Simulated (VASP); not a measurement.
Output of a VASP run:

**OSZICAR**
```
...
DAV:   3    -0.511626646202E+02    0.29390E-01   -0.24932E-01  1890   0.563E+00    0.176E+00
DAV:   4    -0.511979025978E+02   -0.35238E-01   -0.54409E-02  2249   0.155E+00    0.923E-01
DAV:   5    -0.511870576431E+02    0.10845E-01   -0.75835E-03  2220   0.799E-01    0.389E-01
DAV:   6    -0.512006241280E+02   -0.13566E-01   -0.16827E-02  1876   0.939E-01    0.636E-02
DAV:   7    -0.512010432746E+02   -0.41915E-03   -0.18071E-04  1898   0.152E-01    0.446E-02
DAV:   8    -0.512010941086E+02   -0.50834E-04   -0.94101E-05  2106   0.856E-02    0.924E-03
DAV:   9    -0.512011425907E+02   -0.48482E-04   -0.16779E-05  1923   0.562E-02    0.276E-03
DAV:  10    -0.512011392879E+02    0.33028E-05   -0.31448E-07  2006   0.664E-03    0.148E-03
DAV:  11    -0.512011422019E+02   -0.29140E-05   -0.89293E-08  1739   0.434E-03    0.870E-04
DAV:  12    -0.512011414332E+02    0.76869E-06   -0.86395E-08   945   0.263E-03    0.262E-04
DAV:  13    -0.512011416840E+02   -0.25085E-06   -0.71580E-09   942   0.823E-04    0.545E-05
DAV:  14    -0.512011416475E+02    0.36539E-07   -0.24560E-10   942   0.141E-04
   2 F= -.50371098E+02 E0= -.50371054E+02  d E =0.182064E+00
       N       E                     dE             d eps       ncg     rms          rms(c)
DAV:   1    -0.523776393293E+02   -0.11765E+01   -0.23396E+01  1907   0.527E+01    0.627E+00
DAV:   2    -0.514542432814E+02    0.92340E+00   -0.32430E+00  1890   0.143E+01    0.366E+00
DAV:   3    -0.514736455508E+02   -0.19402E-01   -0.11748E-01  1888   0.380E+00    0.271E+00
DAV:   4    -0.513868379453E+02    0.86808E-01   -0.45167E-01  1887   0.415E+00    0.160E+00
DAV:   5    -0.514947137837E+02   -0.10788E+00   -0.15667E-01  1872   0.266E+00    0.248E-01
DAV:   6    -0.514949749429E+02   -0.26116E-03   -0.17279E-03  2031   0.456E-01    0.506E-02
DAV:   7    -0.514952463417E+02   -0.27140E-03   -0.35381E-04  1884   0.224E-01    0.319E-02
DAV:   8    -0.514953595047E+02   -0.11316E-03   -0.10389E-04  1909   0.110E-01    0.162E-02
DAV:   9    -0.514953551285E+02    0.43762E-05   -0.22055E-05  2022   0.533E-02    0.396E-03
DAV:  10    -0.514953593245E+02   -0.41960E-05   -0.88239E-07  2045   0.936E-03    0.222E-03
DAV:  11    -0.514953575252E+02    0.17993E-05   -0.19534E-07  1801   0.458E-03    0.114E-03
DAV:  12    -0.514953584808E+02   -0.95564E-06   -0.13825E-07  1659   0.409E-03    0.211E-04
DAV:  13    -0.514953581319E+02    0.34890E-06   -0.46372E-09   942   0.858E-04    0.210E-04
DAV:  14    -0.514953582210E+02   -0.89054E-07   -0.14585E-09   942   0.385E-04
   3 F= -.50569299E+02 E0= -.50569304E+02  d E =-.161367E-01
       N       E                     dE             d eps       ncg     rms          rms(c)
DAV:   1    -0.514944186488E+02    0.93948E-03   -0.26557E-03  1906   0.559E-01    0.735E-02
DAV:   2    -0.514943104959E+02    0.10815E-03   -0.36768E-04  1893   0.155E-01    0.254E-02
DAV:   3    -0.514943165288E+02   -0.60329E-05   -0.13909E-05  1891   0.413E-02    0.209E-02
DAV:   4    -0.514943164377E+02    0.91057E-07   -0.17240E-05  1967   0.263E-02    0.724E-03
DAV:   5    -0.514943192535E+02   -0.28157E-05   -0.25645E-06  2049   0.131E-02    0.325E-04
DAV:   6    -0.514943181994E+02    0.10541E-05   -0.98967E-08  1414   0.378E-03    0.300E-04
DAV:   7    -0.514943186222E+02   -0.42284E-06   -0.13115E-08   938   0.146E-03    0.118E-04
DAV:   8    -0.514943184729E+02    0.14931E-06   -0.11954E-09   939   0.340E-04    0.456E-05
DAV:   9    -0.514943185602E+02   -0.87228E-07   -0.35146E-10   938   0.227E-04
   4 F= -.50569330E+02 E0= -.50569334E+02  d E =-.161681E-01
```

File OUTCAR:
```
------------------------ aborting loop because EDIFF is reached ----------------------------------------
  FORCE on cell =-STRESS in cart. coord.  units (eV):
  Direction    XX          YY          ZZ          XY          YZ          ZX
  --------------------------------------------------------------------------------------
  Total        0.9176419      0.9176419      0.9176419      0.0000000     -0.0000000     -0.0000000
  in kB       99.2057464     99.2057464     99.2057464      0.0000000     -0.0000000     -0.0000000
  external PRESSURE =      -0.7942536 kB  Pullay stress =     100.0000000 kB
  volume of cell :       14.82
      direct lattice vectors                 reciprocal lattice vectors
     0.000000000  1.949570736  1.949570736    -0.256466714  0.256466714  0.256466714
     1.949570736  0.000000000  1.949570736     0.256466714 -0.256466714  0.256466714
     1.949570736  1.949570736 -0.000000000     0.256466714  0.256466714 -0.256466714
 POSITION                                       TOTAL-FORCE (eV/Angst)
 -----------------------------------------------------------------------------------
      0.00000      0.00000      0.00000         0.000000     -0.000000      0.000000
 -----------------------------------------------------------------------------------
    total drift:                                0.000000      0.000000      0.000000
  FREE ENERGIE OF THE ION-ELECTRON SYSTEM (eV)
  ---------------------------------------------------
  free  energy   TOTEN  =       -51.4943185602 eV

  energy  without entropy=      -51.4943319936  energy(sigma->0) =      -51.49432304
  enthalpy is  TOTEN    =       -50.5693299080 eV   P V=        0.9249886522

 reached required accuracy - stopping structural energy minimisation
```
(Selected blocks of OUTCAR.)

File POSCAR:
```
Pt
1
    0.0000000000     1.9710932314     1.9710932314
    1.9710932314    -0.0000000000     1.9710932314
    1.9710932314     1.9710932314    -0.0000000000
Pt
1
Direct
  0.0000000000   0.0000000000   0.0000000000
```

Problem. Write an INCAR and KPOINTS that could have produced this output.

Solution. Several could match; the one computed here: the input of the run itself, r2SCAN meta-GGA, plane waves, VASP's PBE PAW potentials (set 64).

**KPOINTS**
```
Automatic
0
Gamma
 14 14 14
```

INCAR:
```
! general
SYSTEM   =  Pt
PREC     =  Accurate
ENCUT    =  480
LREAL    =  .False.
LASPH    =  .True.

! electronic loop
EDIFF    =  1E-7
NELM     =  100
ALGO     =  Normal
LMAXMIX  =  6
LMIXTAU  =  .True.

! smearing
ISMEAR   =  1
SIGMA    =  0.1

! functional
METAGGA  =  R2SCAN

! ions
IBRION   =  2
NSW      =  40
ISIF     =  3
EDIFFG   =  -0.01
PSTRESS  =  100

! output
LWAVE    =  .False.
LCHARG   =  .False.
```

POTCAR, in this order: Pt (PBE.64 set). Program: vasp_std.

Energy and stress use the plane-wave basis of the starting cell.

The compound is Pt in the fcc structure. This run relaxes it under an external pressure of 10 GPa. Symmetry was kept, so distortions that lower it aren't found.
